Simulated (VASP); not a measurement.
Consider the following.

```
CELL_PARAMETERS angstrom
      3.79885     0.00000     0.00000
      0.00000     3.79885     0.00000
      0.00000     0.00000     3.79885
ATOMIC_POSITIONS crystal
  Ti 0.00000 0.00000 0.00000
  Pt 0.00000 0.50000 0.50000
  Pt 0.50000 0.00000 0.50000
  Pt 0.50000 0.50000 0.00000
```

The numbers are results of LDA (Ceperley-Alder, Perdew-Zunger), VASP's LDA PAW potentials (set 64) (plane waves; VASP), not measurements. Settings: 500 eV cut-off, 8×8×8 Γ-centred mesh, first-order Methfessel-Paxton smearing of 0.10 eV, potentials Ti_sv Pt.

Energy and stress use the plane-wave basis of the starting cell.

Q: The ions, cell shape and volume at an external pressure of 30.0 GPa are relaxed. Give the cell that the relaxation ends in.

A: 
```
CELL_PARAMETERS angstrom
      3.76737     0.00000     0.00000
      0.00000     3.76737     0.00000
      0.00000     0.00000     3.76737
ATOMIC_POSITIONS crystal
  Ti 0.00000 0.00000 0.00000
  Pt 0.00000 0.50000 0.50000
  Pt 0.50000 0.00000 0.50000
  Pt 0.50000 0.50000 0.00000
```
Space group Pm-3m (221), at a tolerance of 0.03 Å.

Q: How do energy and volume change from the first to the last step?

A: The energy (σ→0) changes by +52.3 meV/atom and the volume by -2.5 %, in 4 ionic steps.

The compound is Pt3Ti in the L1_2 structure. This run relaxes it under an external pressure of 30 GPa. Symmetry was kept, so distortions that lower it aren't found.
